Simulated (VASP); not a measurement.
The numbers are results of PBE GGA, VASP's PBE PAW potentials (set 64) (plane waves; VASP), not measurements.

The input files of a VASP run:

### INCAR
```
# general
SYSTEM = NaCl
PREC   = Normal
ENCUT  = 500
LREAL  = .False.
LASPH  = .True.

# electronic loop
EDIFF  = 1E-8
NELM   = 100
ALGO   = Normal

# smearing
ISMEAR = 0
SIGMA  = 0.01

# functional
GGA    = PE

# output
LWAVE  = .True.
LCHARG = .False.
```

**KPOINTS**
```
Automatic
0
gamma
 6 6 6
```

**POSCAR**
```
NaCl
1
    0.0000000000     2.8200000000     2.8200000000
    2.8200000000     0.0000000000     2.8200000000
    2.8200000000     2.8200000000     0.0000000000
Na Cl
1 1
Direct
  0.0000000000   0.0000000000   0.0000000000
  0.5000000000   0.5000000000   0.5000000000
```

POTCAR, in this order: Na_sv_GW Cl_GW (PBE.64 set). Program: vasp_std.

Predict the energy per atom (σ→0), band gap (on the k-mesh).

```yaml
energy per atom (σ→0): -4428 meV/atom
band gap (on the k-mesh): 5.11 eV
```

**OSZICAR**
```
...
DAV:   9    -0.885690021598E+01   -0.85108E-04   -0.20345E-04   492   0.203E-01    0.225E-02
DAV:  10    -0.885697067664E+01   -0.70461E-04   -0.71061E-05   420   0.657E-02    0.174E-03
DAV:  11    -0.885697195797E+01   -0.12813E-05   -0.24218E-06   484   0.161E-02    0.119E-03
DAV:  12    -0.885697243014E+01   -0.47217E-06   -0.85171E-07   424   0.816E-03    0.120E-03
DAV:  13    -0.885697219277E+01    0.23737E-06   -0.17347E-07   492   0.504E-03    0.602E-05
DAV:  14    -0.885697220466E+01   -0.11889E-07   -0.32030E-09   296   0.942E-04    0.337E-05
DAV:  15    -0.885697219866E+01    0.59981E-08   -0.92274E-10   272   0.549E-04
   1 F= -.88569722E+01 E0= -.88569722E+01  d E =-.116210E-56
```

The compound is NaCl in the rock salt structure. The cell was not relaxed at this level.
